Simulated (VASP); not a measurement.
Crystal: Al3BiO3.

```
Al Bi O
1.0
     3.39584   -3.28513    0.00000
     3.39584    3.28513    0.00000
    -3.21744    0.00000    4.55874
Al Bi O
3 1 3
Direct
  0.35734 0.35734 0.88192
  0.68514 0.24399 0.48017
  0.24399 0.68514 0.48017
  0.93949 0.93949 0.99759
  0.05794 0.58896 0.70012
  0.58896 0.05794 0.70012
  0.30128 0.30128 0.18781
```

The cell was built by a generator and needn't be a form met in nature.

| Quantity | Value |
| --- | --- |
| Program | VASP 6.6.1 |
| Task | relaxation of cell and atoms |
| Functional | PBE |
| Potentials or basis | VASP PAW PBE potentials, release 64 (Al, Bi_d, O) |
| Cutoff | 520 eV |
| k mesh | 3 × 3 × 3 |
| Occupations | gaussian, width 0.15 eV |
| Spin | no spin polarisation |

At the start: pressure 17.1 GPa; volume 14.53 Å³/atom.

Problem. How do energy, volume and symmetry change on relaxing?

Solution. Over 22 steps the energy falls by 1127.1 meV/atom and the volume is 15.27 Å³/atom (+5.1 %); space group Cm (No. 8, to 0.05 Å).

Step by step:
| step | energy change (eV) | largest force (eV/Å) | pressure (GPa) | volume (Å³) |
| --- | --- | --- | --- | --- |
| 1 | 0.0000 | 7.6787 | 17.08 | 101.71 |
| 2 | -3.7232 | 2.8536 | -12.41 | 126.13 |
| 3 | -3.7597 | 2.5383 | -14.00 | 130.05 |
| 4 | -6.5924 | 2.1035 | -2.59 | 113.36 |
| 5 | -6.7190 | 2.5330 | 2.03 | 109.70 |
| 6 | -7.4511 | 1.9692 | 4.83 | 106.19 |
| 7 | -7.4804 | 1.8986 | 3.73 | 106.81 |
| 8 | -7.6847 | 0.9931 | -2.12 | 111.62 |
| 9 | -7.7237 | 0.8174 | -0.81 | 110.22 |
| 10 | -7.7906 | 0.4970 | -0.19 | 109.42 |
| 11 | -7.7977 | 0.4617 | -0.01 | 109.15 |
| 12 | -7.7982 | 0.4072 | 0.13 | 109.05 |
| 13 | -7.8332 | 0.2520 | -0.27 | 108.89 |
| 14 | -7.8456 | 0.1749 | -0.50 | 108.79 |
| 15 | -7.8477 | 0.3387 | -0.91 | 108.58 |
| 16 | -7.8504 | 0.2392 | -0.62 | 108.68 |
| 17 | -7.8775 | 0.1136 | 0.30 | 107.28 |
| 18 | -7.8821 | 0.1190 | 0.68 | 106.63 |
| 19 | -7.8825 | 0.1390 | 0.67 | 106.41 |
| 20 | -7.8877 | 0.1534 | -0.53 | 107.24 |
| 21 | -7.8888 | 0.1046 | -0.12 | 106.99 |
| 22 | -7.8898 | 0.0396 | 0.06 | 106.89 |

Final structure:
```xyz
7
Lattice="3.0932 -3.6694 0.3426 3.0932 3.6694 0.3426 -2.5079 0.0000 4.4310" Properties=species:S:1:pos:R:3 pbc="T T T"
Al    0.1672    0.0000    4.2479
Al    1.7495   -1.6650    2.3248
Al    1.7495    1.6650    2.3248
Bi    5.2407    0.0000    0.8213
O     0.0588    1.4028    3.0545
O     0.0588   -1.4028    3.0545
O     2.0149    0.0000    1.5362
```

Caveat: the k mesh is coarse (spacing up to 0.49 Å⁻¹), so the values aren't converged.
